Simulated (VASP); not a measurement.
# BN: relaxation of cell and atoms with r2SCAN

BN:

```
CELL_PARAMETERS angstrom
2.55394 0.00000 0.00000
-1.27697 2.21178 0.00000
0.00000 0.00000 4.22685
ATOMIC_POSITIONS crystal
B 0.66667 0.33333 0.99972
B 0.33333 0.66667 0.49972
N 0.66667 0.33333 0.62528
N 0.33333 0.66667 0.12528
```

Measurements of this composition are mostly on another form, of space group No. 194.

* Program: VASP 6.6.1
* Task: relaxation of cell and atoms
* Functional: r2SCAN
* Potentials or basis: VASP PAW PBE potentials, release 64 (B, N)
* Cutoff: 600 eV
* k mesh: 12 × 12 × 6
* Occupations: gaussian, width 0.02 eV
* Spin: no spin polarisation
* Dipole correction: no
* Further INCAR settings: ALGO = Normal; EDIFF = 1e-07; IBRION = 2; EDIFFG = -0.002; NSW = 100; ISIF = 3

- Relaxed volume: 5.91 Å³/atom
- Relaxed cell: a = 2.547 Å, b = 2.547 Å, c = 4.212 Å, α = 90.00°, β = 90.00°, γ = 120.00°
- Space group after relaxing (to 0.05 Å): P6_3mc (No. 186)
- Energy gained by relaxing: 0.6 meV/atom
- Ionic steps: 8
- Pressure after relaxing: 0.0 GPa
- Band gap on the k mesh: 5.72 eV, indirect (least direct gap 8.97 eV)

The path:
```
step  energy change (eV)  largest force (eV/Å)  pressure (GPa)  volume (Å³)
   1              0.0000                0.0214           -3.60        23.88
   2              0.0005                0.0423            4.05        23.42
   3             -0.0026                0.0087           -0.01        23.65
   4             -0.0026                0.0081           -0.08        23.66
   5             -0.0026                0.0089           -0.06        23.66
   6             -0.0026                0.0007           -0.07        23.66
   7             -0.0026                0.0005            0.05        23.65
   8             -0.0026                0.0000            0.00        23.65
```

Final structure:
```
B N
1.0
     2.54652    0.00000    0.00000
    -1.27326    2.20535    0.00000
     0.00000    0.00000    4.21196
B N
2 2
Direct
  0.66667 0.33333 0.99980
  0.33333 0.66667 0.49980
  0.66667 0.33333 0.62520
  0.33333 0.66667 0.12520
```

Levels at points of the mesh, in eV from the valence-band top:
| k point | band 5 | band 6 | band 7 | band 8 | band 9 | band 10 | band 11 | band 12 |
| --- | --- | --- | --- | --- | --- | --- | --- | --- |
| (0.00, 0.00, 0.00) | -2.20 | -0.27 | 0.00 | 0.00 | 9.06 | 9.06 | 9.29 | 10.18 |
| (0.50, 0.00, 0.00) | -7.19 | -5.18 | -4.52 | -2.19 | 7.29 | 8.59 | 11.36 | 12.20 |
| (0.00, 0.00, 0.50) | -1.22 | -1.22 | -1.22 | -1.22 | 10.22 | 10.22 | 10.67 | 10.67 |
| (0.50, 0.00, 0.50) | -3.91 | -3.91 | -3.72 | -3.72 | 7.19 | 7.19 | 10.70 | 10.70 |

Wall time 5.1 min on 1 thread of Intel(R) Xeon(R) Platinum 8488C (Sapphire Rapids), with other jobs on the host, peak memory 0.15 GiB.

Caveat: the PAW data sets were made with another functional, which shifts forces and pressure a little. r2SCAN opens gaps a little over a GGA but as a rule still falls short of measured ones.
